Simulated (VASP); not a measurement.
Consider the following.

```
CELL_PARAMETERS angstrom
     -1.47629     1.47629     1.47629
      1.47629    -1.47629     1.47629
      1.47629     1.47629    -1.47629
ATOMIC_POSITIONS crystal
  V  0.00000 0.00000 0.00000
```

Computed with PBE GGA with D3 dispersion (Becke-Johnson damping), VASP's PBE PAW potentials (set 64) (plane waves; VASP). Numerical set-up: 520 eV cut-off, 17×17×17 Γ-centred mesh, first-order Methfessel-Paxton smearing of 0.10 eV, potentials V_sv.

Problem. Give the energy at these volumes per atom, relative to the lowest: 12.08, 12.47, 12.85, 13.24, 13.63 Å³.

Solution. 32.5, 8.0, 0.0, 6.1, 24.5 meV/atom. A third-order Birch-Murnaghan fit gives B0 = 195 GPa and B0′ = 4.0.

Measured: bulk modulus 161 GPa at 0 K (computed value off by +21.2 %), as given by H. Levämäki et al., Physical Review B (2014), arXiv:1402.3671 [corrected for temperature and zero-point phonon effects]; a 3.021 Å at 0 K (computed value off by -2.3 %), as given by Daniel Mejia-Rodriguez et al., Physical Review B (2018), arXiv:1807.09216 [static lattice: zero-point anharmonic expansion removed].

The compound is V in the bcc structure. It was relaxed first, which changed the volume by -7 %. The run is not spin-polarised, so no magnetic state was tried.
